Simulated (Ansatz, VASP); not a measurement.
# GeBMo3 (Mo3GeB antiperovskite): VASP beside Ansatz

Wanted: the spread between two codes on one cell, functional and k mesh. The cell is generated by rule, not measured, and may not be a known phase. The cell is taken from a series of runs on this material, whose earlier steps may have relaxed, scaled, displaced or heated it; both programs get it as it stands.

Method: plane waves, with VASP 6.6.1 beside it; single point at PBE, in Ansatz 0.2.0.

The structure was built from a prototype and need not be the compound's stable phase.

**1. The structure**

Symmetry: Pm-3m, No. 221, cubic system. The conventional cell has a = 4.189 Å, b = 4.189 Å, c = 4.189 Å, α = 90.00°, β = 90.00°, γ = 90.00°. Ge has 12 Mo at 2.96 Å nearest. Mo has 2 B at 2.09 Å and 8 Mo at 2.96 Å and 4 Ge at 2.96 Å nearest. B has 6 Mo at 2.09 Å nearest. Farther neighbours are not listed.

Structure file:

```xyz
5
Lattice="4.1886 0.0000 0.0000 0.0000 4.1886 0.0000 0.0000 0.0000 4.1886" Properties=species:S:1:pos:R:3 pbc="T T T"
Ge    0.0000    0.0000    0.0000
Mo    2.0943    2.0943    0.0000
Mo    2.0943    0.0000    2.0943
Mo    0.0000    2.0943    2.0943
B     2.0943    2.0943    2.0943
```

**2. VASP: single point, PBE**

A single point gives forces, pressure and levels at one fixed geometry, so differences don't come from the geometry; what else differs is listed under the comparison.

Lines of VASP's logs that name or quote its potential files are left out, and so is its time.

INCAR

```
SYSTEM = GeBMo3
PREC = Accurate
ENCUT = 500
EDIFF = 1E-06
NELM = 120
ISMEAR = 0
SIGMA = 0.1
LREAL = .FALSE.
ALGO = Normal
GGA = PE
NBANDS = 36
LASPH = .TRUE.
LORBIT = 11
LWAVE = .FALSE.
LCHARG = .FALSE.
ISIF = 2
GGA_COMPAT = .FALSE.
KPAR = 2
```

POSCAR

```
GeBMo3
1.0
    4.1885500000      0.0000000000      0.0000000000
    0.0000000000      4.1885500000      0.0000000000
    0.0000000000      0.0000000000      4.1885500000
Ge Mo B
1 3 1
Direct
    0.0000000000      0.0000000000      0.0000000000
    0.5000000000      0.5000000000      0.0000000000
    0.5000000000      0.0000000000      0.5000000000
    0.0000000000      0.5000000000      0.5000000000
    0.5000000000      0.5000000000      0.5000000000
```

KPOINTS

```
Automatic mesh
0
Gamma
4 4 4
0 0 0
```

The projector-augmented-wave data sets are Ge_d, Mo_sv and B (PBE family, release 64).

Started as:

```
mpirun -np 2 vasp_std
```

Numbers of over 12 decimals in the logs are rounded to 6 here.

The log of the run:

```text
[banner, memory and clock lines left out]
running    2 mpi-ranks, on    1 nodes
 distrk:  each k-point on    1 cores,    2 groups
 distr:  one band on    1 cores,    1 groups

 POSCAR found type information on POSCAR GeMoB
 POSCAR found :  3 types and       5 ions
 LDA part: xc-table for (Slater+PW92), standard interpolation
 POSCAR, INCAR and KPOINTS ok, starting setup
 FFT: planning ... GRIDC
 FFT: planning ... GRID_SOFT
 FFT: planning ... GRID
 WAVECAR not read
 entering main loop
       N       E                     dE             d eps       ncg     rms          rms(c)
DAV:   1     0.656920355029E+03    0.65692E+03   -0.33187E+04  1024   0.301E+03
DAV:   2     0.758468529708E+01   -0.64934E+03   -0.63674E+03   792   0.790E+02
DAV:   3    -0.470591317763E+02   -0.54644E+02   -0.52627E+02   836   0.149E+02
DAV:   4    -0.494809258695E+02   -0.24218E+01   -0.23592E+01   896   0.311E+01
DAV:   5    -0.495398085409E+02   -0.58883E-01   -0.58655E-01   888   0.509E+00    0.350E+01
DAV:   6    -0.426700990559E+02    0.68697E+01   -0.35899E+01   772   0.260E+01    0.530E+00
DAV:   7    -0.427769478539E+02   -0.10685E+00   -0.19506E+00   920   0.571E+00    0.264E+00
DAV:   8    -0.427497835048E+02    0.27164E-01   -0.34570E-01   816   0.240E+00    0.895E-01
DAV:   9    -0.427351130541E+02    0.14670E-01   -0.54869E-02   840   0.981E-01    0.214E-01
DAV:  10    -0.427346574614E+02    0.45559E-03   -0.89350E-03   896   0.383E-01    0.120E-01
DAV:  11    -0.427346926923E+02   -0.35231E-04   -0.30925E-04   836   0.117E-01    0.234E-02
DAV:  12    -0.427346941166E+02   -0.14243E-05   -0.24953E-05   824   0.371E-02    0.185E-02
DAV:  13    -0.427346900533E+02    0.40633E-05   -0.13769E-05   668   0.166E-02    0.337E-03
DAV:  14    -0.427346898616E+02    0.19167E-06   -0.91605E-07   504   0.480E-03
   1 F= -.42734690E+02 E0= -.42725327E+02  d E =-.187261E-01
```

OUTCAR, selected parts (step 2):

```text
ion  position               nearest neighbor table
   1  0.000  0.000  0.000-   2 2.96   3 2.96   4 2.96   3 2.96   4 2.96   2 2.96   4 2.96   4 2.96
                             2 2.96   3 2.96   3 2.96   2 2.96
   2  0.500  0.500  0.000-   5 2.09   5 2.09   4 2.96   1 2.96   3 2.96   4 2.96   3 2.96   1 2.96
                             3 2.96   3 2.96   1 2.96   4 2.96   4 2.96   1 2.96
   3  0.500  0.000  0.500-   5 2.09   5 2.09   4 2.96   1 2.96   1 2.96   2 2.96   2 2.96   4 2.96
                             2 2.96   2 2.96   1 2.96   4 2.96   1 2.96   4 2.96
   4  0.000  0.500  0.500-   5 2.09   5 2.09   3 2.96   1 2.96   1 2.96   2 2.96   1 2.96   3 2.96
                             1 2.96   2 2.96   3 2.96   2 2.96   2 2.96   3 2.96
   5  0.500  0.500  0.500-   2 2.09   3 2.09   4 2.09   2 2.09   3 2.09   4 2.09

  LATTYP: Found a simple cubic cell.
 ALAT       =     4.1885500000

 Subroutine GETGRP returns: Found 48 space group operations
 (whereof 48 operations were pure point group operations)

The static configuration has the point symmetry O_h .

 Found     10 irreducible k-points:

   k-points           NKPTS =     10   k-points in BZ     NKDIM =     10   number of bands    NBANDS=     36

   dimension x,y,z NGX =    32 NGY =   32 NGZ =   32
   dimension x,y,z NGXF=    64 NGYF=   64 NGZF=   64

   ENCUT  =  500.0 eV  36.75 Ry    6.06 a.u.   7.64  7.64  7.64*2*pi/ulx,y,z

   NELECT =      59.0000    total number of electrons

 k-points in reciprocal lattice and weights: Automatic mesh
   0.00000000  0.00000000  0.00000000       0.016
   0.25000000  0.00000000  0.00000000       0.094
   0.50000000  0.00000000  0.00000000       0.047
   0.25000000  0.25000000  0.00000000       0.188
   0.50000000  0.25000000  0.00000000       0.188
   0.50000000  0.50000000  0.00000000       0.047
   0.25000000  0.25000000  0.25000000       0.125
   0.50000000  0.25000000  0.25000000       0.188
   0.50000000  0.50000000  0.25000000       0.094
   0.50000000  0.50000000  0.50000000       0.016

 average (electrostatic) potential at core
       1 -69.1448       2 -71.3918       3 -71.3918       4 -71.3918       5 -21.4357

 E-fermi :  10.3255

 k-point     1 :       0.0000    0.0000    0.0000
  band No.  band energies     occupation
    ...
     23       6.9713      2.00000
     24       6.9713      2.00000
     25       8.8622      2.00000
     26       8.8622      2.00000
     27       8.8622      2.00000
     28      10.5189      0.00625
     29      10.5189      0.00625
     30      10.5189      0.00625
     31      11.4827      0.00000
     32      11.4827      0.00000
    ...

 k-point     2 :       0.2500    0.0000    0.0000
  band No.  band energies     occupation
    ...
     25       7.8566      2.00000
     26       8.1106      2.00000
     27       8.1106      2.00000
     28       9.2374      2.00000
     29      10.1149      1.99710
     30      10.7122      0.00000
     31      10.7122      0.00000
     32      11.4916      0.00000
     33      12.3480      0.00000
     34      12.5370      0.00000
    ...

 k-point     3 :       0.5000    0.0000    0.0000
  band No.  band energies     occupation
    ...
     25       7.6578      2.00000
     26       7.6578      2.00000
     27       8.5247      2.00000
     28       9.4979      2.00000
     29       9.6766      2.00000
     30      10.4317      0.13312
     31      10.4317      0.13312
     32      10.9893      0.00000
     33      11.6952      0.00000
     34      12.0343      0.00000
    ...

  Total       -0.2119668     -0.2119668     -0.2119668     -0.0000000      0.0000000      0.0000000
  in kB       -4.6215455     -4.6215455     -4.6215455     -0.0000000      0.0000000      0.0000000
  external PRESSURE =      -4.6215455 kB  Pullay stress =       0.0000000 kB

  energy-cutoff  :      500.00
  volume of cell :       73.48
      direct lattice vectors                 reciprocal lattice vectors
     4.188550000  0.000000000  0.000000000     0.238746105  0.000000000  0.000000000
     0.000000000  4.188550000  0.000000000     0.000000000  0.238746105  0.000000000
     0.000000000  0.000000000  4.188550000     0.000000000  0.000000000  0.238746105

 POSITION                                       TOTAL-FORCE (eV/Angst)
 -----------------------------------------------------------------------------------
      0.00000      0.00000      0.00000         0.000000      0.000000      0.000000
      2.09428      2.09428      0.00000         0.000000      0.000000      0.000000
      2.09428      0.00000      2.09428         0.000000      0.000000      0.000000
      0.00000      2.09428      2.09428         0.000000      0.000000      0.000000
      2.09428      2.09428      2.09428         0.000000      0.000000      0.000000
 -----------------------------------------------------------------------------------
    total drift:                                0.000000     -0.000000     -0.000000

  FREE ENERGIE OF THE ION-ELECTRON SYSTEM (eV)
  ---------------------------------------------------
  free  energy   TOTEN  =       -42.7346898616 eV

  energy  without entropy=      -42.7159638092  energy(sigma->0) =      -42.72532684

 total charge
# of ion       s       p       d       tot
------------------------------------------
    1        1.062   1.126  10.048  12.236
    2        2.294   6.191   3.991  12.476
    3        2.294   6.191   3.991  12.476
    4        2.294   6.191   3.991  12.476
    5        0.817   1.351   0.000   2.168
--------------------------------------------------
tot          8.762  21.048  22.020  51.831

[... 3 further parts left out ...]
```

The k-mesh is coarse for a metal.

The run ends at a pressure of -0.46 GPa.

**3. Ansatz: single point, PBE**

Ansatz runs on its PAW soft_1 files.

The same cell, functional, mesh and smearing now go to Ansatz, which takes its cutoff from its data sets.

input.yaml

```yaml
crystal:
  lattice:
    - [4.18855, 0.0, 0.0]
    - [0.0, 4.18855, 0.0]
    - [0.0, 0.0, 4.18855]
  atoms:
    - { symbol: Ge, position: [0.0, 0.0, 0.0] }
    - { symbol: Mo, position: [0.5, 0.5, 0.0] }
    - { symbol: Mo, position: [0.5, 0.0, 0.5] }
    - { symbol: Mo, position: [0.0, 0.5, 0.5] }
    - { symbol: B, position: [0.5, 0.5, 0.5] }
kpoints:
  mp_grid: { grid: [4, 4, 4] }
hamiltonian:
  xc: pbe
  pseudopotentials: { kind: paw, azcp: { folder: soft_1 } }
scf:
  occupations: { method: gaussian, width: 0.1 }
output:
  forces: true
  stress: true
  eigenvalues: true
```

Started as:

```
ansatz run input.yaml --threads 4 --pin off --max-ram 20480MiB --backend cpu --events-out ev --progress --plain --runs-dir out
```

The log of the run:

```text
Engine: ansatz 0.2.0, aarch64-unknown-linux-gnu
Pseudopotentials: kind: paw
Pseudopotential: Ge, paw, valence charge 14, recommended cutoff 420 eV (normal), soft_1/Ge.paw.azcp
Pseudopotential: Mo, paw, valence charge 14, recommended cutoff 420 eV (normal), soft_1/Mo.paw.azcp
Pseudopotential: B, paw, valence charge 3, recommended cutoff 420 eV (normal), soft_1/B.paw.azcp
Functional definition: PBE
  parameter kappa = 0.804
  parameter beta = 0.066725
  exchange = pbe_x(kappa = kappa, mu = beta*pi^2/3)
  correlation = pbe_c(beta = beta)
Crystal: 5 atoms, lattice volume = 73.484 Å³
Basis set: ecut = 420 eV, 1365 PW (Γ), exchange–correlation on 60×60×60 points (8 copies of the dense FFT grid, shifted against one another)
Bands: 36, of which v1, the nominal top of the filled ones, is band 30 counted from 1 (29 counted from 0)
Symmetry: 48 space group operations
Space group: Pm-3m (ITA 221), of the structure as read, at distance tolerance 4.2e-5 Å
k-points: 10 of 64
Non-local potential: Ge, projectors of the file, l = 0: 2, l = 1: 2, l = 2: 3, l = 3: 1
Non-local potential: Mo, projectors of the file, l = 0: 3, l = 1: 2, l = 2: 2, l = 3: 1
Non-local potential: B, projectors of the file, l = 0: 2, l = 1: 2, l = 2: 1
PAW form: soft (Blöchl's): semilocal exchange-correlation on the pseudo side does not see the compensation charge
PAW one-centre angular grid: Ge, 590 points (default); XC on 64 Gauss nodes
PAW one-centre angular grid: Mo, 590 points (default); XC on 64 Gauss nodes
PAW one-centre angular grid: B, 110 points (default); XC on 64 Gauss nodes
Initial density: superposition of atomic densities (chi_scale 0.1, normalization cell, long waves kept (reshape's long-wave potential 0.00 eV rms))
Initial wavefunctions: pseudopotential atomic-orbital guess
Functional: x = pbe(κ = 0.804, μ = 0.219515), c = pbe(β = 0.066725)
SCF iter   1: F=—  HF=-19324.685613 eV  |F-HF|=—  |Δ(HF+E_count)|=         —  Δρ=1.46e-1  dr2=2.58e1  ethr=3.10e-3  ⟨swp⟩=5.3  Hψ=1281  notcnv=0
preconditioner: auto → Kerker (q_TF=auto, 2.630 Å⁻¹)  [metal: Δε(μ)=0.026 eV  Ē_g=12.119 eV  σ=0.100 eV  W_gap=0.14  n_scr=26 (ndim 8)  ℏωp=25.6 eV  f_vac=0.000  D(μ)=5.56/eV (n_scr^D=80)]
SCF iter   2: F=—  HF=-19319.619377 eV  |F-HF|=—  |Δ(HF+E_count)|=    5.07e0  Δρ=7.69e-2  dr2=6.98e0  ethr=3.10e-3  ⟨swp⟩=2.2  Hψ=737  notcnv=0  defer=13
preconditioner: auto → Resta (q_TF=auto, 2.630 Å⁻¹)  ε∞=5.8  [insulator: Δε(μ)=0.205 eV  Ē_g=11.722 eV  σ=0.100 eV  W_gap=0.55  n_scr=26 (ndim 8)  ℏωp=25.6 eV  f_vac=0.000  D(μ)=3.38/eV (n_scr^D=26)  ε∞_Penn≈5.8]
SCF iter   3: F=—  HF=-19317.801188 eV  |F-HF|=—  |Δ(HF+E_count)|=    1.82e0  Δρ=8.98e-3  dr2=3.41e-2  ethr=3.10e-3  ⟨swp⟩=3.0  Hψ=799  notcnv=0  defer=15
SCF iter   4: F=—  HF=-19317.800470 eV  |F-HF|=—  |Δ(HF+E_count)|=   7.18e-4  Δρ=3.07e-3  dr2=6.68e-3  ethr=5.79e-5  ⟨swp⟩=2.3  Hψ=676  notcnv=0  defer=13
SCF iter   5: F=—  HF=-19317.794296 eV  |F-HF|=—  |Δ(HF+E_count)|=   6.17e-3  Δρ=8.07e-4  dr2=3.31e-4  ethr=1.13e-5  ⟨swp⟩=2.0  Hψ=503  notcnv=0  defer=13
SCF iter   6: F=—  HF=-19317.794190 eV  |F-HF|=—  |Δ(HF+E_count)|=   1.06e-4  Δρ=2.71e-4  dr2=4.22e-5  ethr=5.61e-7  ⟨swp⟩=2.1  Hψ=504  notcnv=0  defer=13
SCF iter   7: F=—  HF=-19317.794191 eV  |F-HF|=—  |Δ(HF+E_count)|=   1.64e-6  Δρ=4.45e-5  dr2=1.26e-6  ethr=7.16e-8  ⟨swp⟩=2.2  Hψ=489  notcnv=0  defer=13
SCF iter   8: F=-19317.794191 eV  HF=-19317.794191 eV  |F-HF|=3.72e-9  |Δ(HF+E_count)|=   6.17e-8  Δρ=6.64e-6  dr2=2.97e-8  ethr=1.69e-10  ⟨swp⟩=9.7  Hψ=1473  notcnv=0
SCF 1 converged in 8 iterations: F = -19317.794191 eV  dr2 = 2.97e-8
  greatest PAW one-centre occupation: 0.999 electrons in one spin orbital (limit 2), on the Mo atom at site 3 (counted from 0), in its partial waves of l = 0
SCF converged after 8 iterations
Free energy (F): -19317.794191 eV
Harris-Foulkes:  -19317.794191 eV  (|F-HF|=3.72e-9)
Internal energy: -19317.775381 eV  (E = F + TS)
E sigma→0 (E₀):  -19317.784786 eV
Entropy (-TS):   -0.018811 eV (-3.762 meV/atom)
Fermi energy:    17.156153 eV
--- Per-component energies (eV) ---
  E_band       = -325.807257
  E_kinetic    = 1408.988824
  E_local      = -4449.501208  (includes V_loc(G=0)·N_el)
  E_nonlocal   = 675.663633
  E_hartree    = 1789.126030
  E_xc         = -631.660057
  E_vxc        = -761.031211  (∫ρ·V_xc dr)
  E_paw        = -11730.404765  (= ΣΔE_a)
  E_vpaw       = -778.175608  (= ΣTr[D̂ρ^β])
  E_aug_tail   = 0.000187  (compensation charges beyond the density's cutoff)
  E_ewald      = -6379.988024
  E_smearing   = -0.018811  (= −TS)
  E_closure    = -0.000000  (closes the sum)
  Σ components = -19317.794191   (vs F -19317.794191, Δ=0.00e0)
--- Forces (eV/Å), atoms counted from 1 ---
  atom   1  Ge    -0.00000000     0.00000000     0.00000000
  atom   2  Mo     0.00000000    -0.00000000     0.00000000
  atom   3  Mo    -0.00000000    -0.00000000    -0.00000000
  atom   4  Mo     0.00000000    -0.00000000     0.00000000
  atom   5  B      0.00000000    -0.00000000    -0.00000000
  max |Σ_I F_I| component: 3.80e-29 eV/Å
--- Stress (GPa, compression-positive) ---
       -0.785883      -0.000000       0.000000
        0.000000      -0.785883       0.000000
        0.000000       0.000000      -0.785883
  P = ⅓ Tr σ = -0.7859 GPa (-7.859 kbar)
--- Band table (eV; the first three rows and the last of 10) ---
  k-point 0: bands = [... 26 lower, 15.6889, 17.3515, 17.3515, 17.3515, 18.3077, 18.3077, 18.9230, 18.9230, ... 2 higher]
  k-point 1: bands = [... 26 lower, 14.9379, 16.0725, 16.9488, 17.5413, 17.5413, 18.3162, 19.1825, 19.3660, ... 2 higher]
  k-point 2: bands = [... 26 lower, 15.3588, 16.3317, 16.5120, 17.2614, 17.2614, 17.8203, 18.5239, 18.8659, ... 2 higher]
  k-point 9: bands = [... 26 lower, 15.9135, 15.9135, 16.0605, 16.0605, 16.0605, 18.0602, 18.0602, 18.2873, ... 2 higher]
```

In the SCF lines HF is the Harris–Foulkes energy and dr2 the Hartree energy of the density residual, in eV; the loop may stop once dr2 is under the threshold and the program's other checks hold. Hψ counts applications of the Hamiltonian.

The run ends at a pressure of -0.79 GPa.

**4. Side by side**

Known differences besides the potentials themselves: the cutoff is 420 eV in Ansatz and 500 eV in VASP. Total energies have different zeros and are not compared.

Both answers:

```tsv
quantity	Ansatz	VASP	difference
pressure (GPa)	-0.79	-0.46	-0.32
```

**5. What came out**

```yaml
difference_in_pressure_single_point_pbe: -0.32 GPa
```

What this shows: The difference in pressure is -0.32 GPa (single point, PBE), within the 1 GPa picked in this series as the mark of a large difference. How closely two codes agree says nothing of how well the functional describes the real material.

[Lines on the potential files, build, host, timing and source positions are cut from VASP's logs without a mark.]

[Logs are printed without paths, hosts, clocks, repeated set-up lines and the standing remarks that a program may print on its own settings, such as how far it seeks lower states.]

[Hosts, paths, dates, database ids (printed as entryN), source tags and the programs' standing remarks are cut or masked in the printed files.]
